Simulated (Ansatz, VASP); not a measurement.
# PIr2 in VASP and in Ansatz

```
CELL_PARAMETERS angstrom
0.05535 2.79517 2.79517
2.79517 0.05535 2.79517
2.79517 2.79517 0.05535
ATOMIC_POSITIONS crystal
P 0.00000 0.00000 0.00000
Ir 0.25000 0.25000 0.25000
Ir 0.75000 0.75000 0.75000
```

Change from the starting cell: equal xy, yz and zx shear strains of +2 %.

Alike in both runs: task single point; functional LDA; k mesh 11 × 11 × 11; occupations fermi-dirac, width 0.05 eV; no spin polarisation.

```csv
,VASP,Ansatz
version,VASP 6.6.1,Ansatz 0.2.0
potentials or method,"VASP PAW LDA potentials, release 64 (P, Ir), cutoff 520 eV","all-electron LAPW, scalar-relativistic"
```

Ansatz gave:

```
pressure (GPa)                                  : -4.5
largest component of the traceless stress (GPa) : 0.86
rms of the force components (eV/Å)              : 0.030
```

Question: Estimate VASP's values.

Answer: Pressure (GPa): -2.7; largest component of the traceless stress (GPa): 0.94; rms of the force components (eV/Å): 0.038.

Atom by atom the forces differ by 0.008 eV/Å (rms over components). Ansatz ran all-electron here, so the differences hold the error of VASP's frozen core and of both bases.

The runs have no spin-orbit coupling, so splittings on Ir are missing.
